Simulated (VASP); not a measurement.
**BaTiO3: transverse stress against strain**

BaTiO3 (cubic perovskite, Pm-3m, 12.645 Å³/atom and stress up to 0.08 GPa in the relaxed cell, cube axes along x, y and z) under an equal strain ε along x and y, with z held. PBEsol in VASP (plane waves, PAW), 600 eV, 8×8×8 Γ-centred mesh, Gaussian smearing 0.05 eV; ions are relaxed, or left where forces stay under 0.02 eV/Å, within the symmetry of each cell. Stress is positive for a compressed cell.

Here s stands for strain and y for stress zz.

```
strain (%)  stress zz (GPa)
----------  ---------------
-1.50                  3.44
-1.00                  2.23
-0.50                  1.05
0.00                  -0.08
0.50                  -1.16
1.00                  -2.20
1.50                  -3.20
3.00                      ?
```

The 7 complete rows are fitted with a straight line, y against s. Means: s 0, y 0.011. About the means, the sum of products is -15.495 and the sum of squares of s is 7.0000; the slope is their ratio. Least squares gives y = 0.011 - 2.2136·s. Residuals (row less fit): 0.109, 0.005, -0.068, -0.091, -0.064, 0.003, 0.109; standard error 0.090 (degrees of freedom: 5). The slope gives the elastic constant 2C12 = 221 ± 3 GPa (± standard error of the fit, which holds the terms cut off).

Task: Estimate the missing y (s = 3.00); what did the run itself give?

Result: y = 0.011 - 2.2136 × 3.0 = -6.630 GPa. The calculation gives -5.97 GPa, 0.660 GPa above the prediction (7.0 % of the range of y in the table). The row lies outside the fitted rows, so this is an extrapolation. From the scatter of the fitted rows alone, a prediction at this place has a standard error of 0.141 GPa, so the miss is 4.7 times that.

A polynomial of degree 2 through the 12 other runs of the series gives -5.95 there, so most of the miss is curvature that the fit leaves out. The primitive cell can neither tilt nor turn polar against its symmetry, as such crystals can under strain. BaTiO3 is here the ideal cubic form; the compound distorts at low or room temperature. Rows are the converged runs of the series near zero and its far end; series whose fitted rows scatter by over a few per cent of the range, as at a crossing or softening among them, aren't shown in this form, nor equations of state whose B0' disagrees with the runs' pressures. Most that stay on the fit to the last digits aren't either.
